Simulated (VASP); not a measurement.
Consider the following.

```
CELL_PARAMETERS angstrom
      0.00000     2.65136     2.65136
      2.65136     0.00000     2.65136
      2.65136     2.65136     0.00000
ATOMIC_POSITIONS crystal
  Zn 0.00000 0.00000 0.00000
  S  0.25000 0.25000 0.25000
```

Method: LDA (Ceperley-Alder, Perdew-Zunger), VASP's LDA PAW potentials (set 64) (plane waves; VASP). Numerical set-up: 520 eV cut-off, 9×9×9 Γ-centred mesh, Gaussian smearing of 0.050 eV, potentials Zn S.

Question: Give the energy at these volumes per atom, relative to the lowest: 17.52, 18.08, 18.63, 19.19, 19.75 Å³.

Answer: 20.3, 4.8, 0.0, 4.2, 16.2 meV/atom. A third-order Birch-Murnaghan fit gives B0 = 86.2 GPa and B0′ = 4.4.

Measured: bulk modulus 77.1 GPa (computed value off by +11.9 %), as given by Cormac Toher et al., Physical Review Materials (2017), arXiv:1611.05714; a 5.410 Å (computed value off by -2.0 %), as given by Martin Albrecht et al., Physical review. B, Condensed matter (1997), arXiv:cond-mat/9706128. The calculation is for a static lattice, while the measured bulk modulus, a hold thermal and zero-point effects, which are part of the difference.

The compound is ZnS in the zinc blende structure. It was relaxed first, which changed the volume by -6 %.
